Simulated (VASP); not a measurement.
```xyz
6
Lattice="1.6079 -2.7849 0.0000 1.6079 2.7849 0.0000 0.0000 0.0000 12.3471" Properties=species:S:1:pos:R:3 pbc="T T T"
W      1.6079     0.9283     3.0868
W      1.6079    -0.9283     9.2604
S      1.6079     0.9283    10.8660
S      1.6079    -0.9283     4.6924
S      1.6079    -0.9283     1.4812
S      1.6079     0.9283     7.6547
```

All values below come from PBE GGA with D3 dispersion (Becke-Johnson damping), VASP's PBE PAW potentials (set 64) (plane waves; VASP). Settings: 520 eV cut-off, 8×8×2 Γ-centred mesh, Gaussian smearing of 0.050 eV, potentials W_sv S.

Q: The ions and cell shape at fixed volume are relaxed. What does this cell relax into?

A: 
```xyz
6
Lattice="1.5864 -2.7478 0.0000 1.5864 2.7478 0.0000 0.0000 0.0000 12.6828" Properties=species:S:1:pos:R:3 pbc="T T T"
W      1.5864     0.9159     3.1707
W      1.5864    -0.9159     9.5121
S      1.5864     0.9159    11.0850
S      1.5864    -0.9159     4.7436
S      1.5864    -0.9159     1.5978
S      1.5864     0.9159     7.9392
```
Space group P6_3/mmc (194), at a tolerance of 0.03 Å.

Q: How much energy does the relaxation gain?

A: The energy (σ→0) changes by -22.5 meV/atom, in 8 ionic steps.

The compound is WS2 in the 2H layered structure. This cell is one point of a volume scan, at 1.06 of the reference volume. Symmetry was kept, so distortions that lower it aren't found.
